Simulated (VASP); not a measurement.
Data:

```
MgTe
1.0
    2.27580    -3.94181     0.00000
    2.27580     3.94181     0.00000
    0.00000     0.00000     7.40578
Mg Te
2 2
Cartesian
  2.27580  -1.31394   3.70157
  2.27580   1.31394   7.40446
  2.27580  -1.31394   6.48879
  2.27580   1.31394   2.78590
```

The numbers are results of PBE GGA with D3 dispersion (zero damping), VASP's PBE PAW potentials (set 64) (plane waves; VASP 6.6.1), not measurements. Numerical set-up: 520 eV cut-off, 6×6×4 Γ-centred mesh, tetrahedra with Blöchl corrections, potentials Mg Te.

Unless said otherwise, spin-orbit coupling is left out, though it shifts the bands of the heavy elements here.

Task: What does the run give for the energy per atom (σ→0), band gap (on the k-mesh) with the smallest direct gap where there is one?

Result: 
The band gap (on the k-mesh) is 2.53 eV and the smallest direct gap (on the k-mesh) comes out as 2.53 eV. The energy per atom (σ→0) is -3424 meV/atom.

Only differences to runs with the same potentials and settings are physical.

The compound is MgTe in the wurtzite structure. It was relaxed first.
